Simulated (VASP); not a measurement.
Level of theory: vdW-DF-cx, VASP's PBE PAW potentials (set 64) (plane waves; VASP).

VASP ran on this input.

INCAR:
```
AGGAC=0.0
ALGO=Normal
EDIFF=1E-7
ENCUT=520
GGA=CX
ISIF=2
ISMEAR=-5
LASPH=.TRUE.
LCHARG=.TRUE.
LORBIT=11
LREAL=.FALSE.
LUSE_VDW=.TRUE.
LWAVE=.FALSE.
NEDOS=601
NELM=100
PREC=Accurate
SYSTEM=Na
```

### KPOINTS
```
Automatic mesh
0
Gamma
14 14 14
0 0 0
```

File POSCAR:
```
Na
1.0
 -2.1300000000   2.1300000000   2.1300000000
  2.1300000000  -2.1300000000   2.1300000000
  2.1300000000   2.1300000000  -2.1300000000
Na
1
Cartesian
  0.0000000000   0.0000000000   0.0000000000
```

POTCAR, in this order: Na_pv (PBE.64 set). Program: vasp_std.

### Question
What will the output report for the number of irreducible k-points (NKPTS), largest plane-wave count, number of space-group operations, FFT grid (NGX, NGY, NGZ)?

### Answer

```json
{
 "number of irreducible k-points (NKPTS)": "104",
 "largest_plane_wave_count": "1055",
 "number_of_space_group_operations": "48",
 "FFT grid (NGX, NGY, NGZ)": "28 × 28 × 28"
}
```

The compound is Na in the bcc structure. The cell was not relaxed at this level.
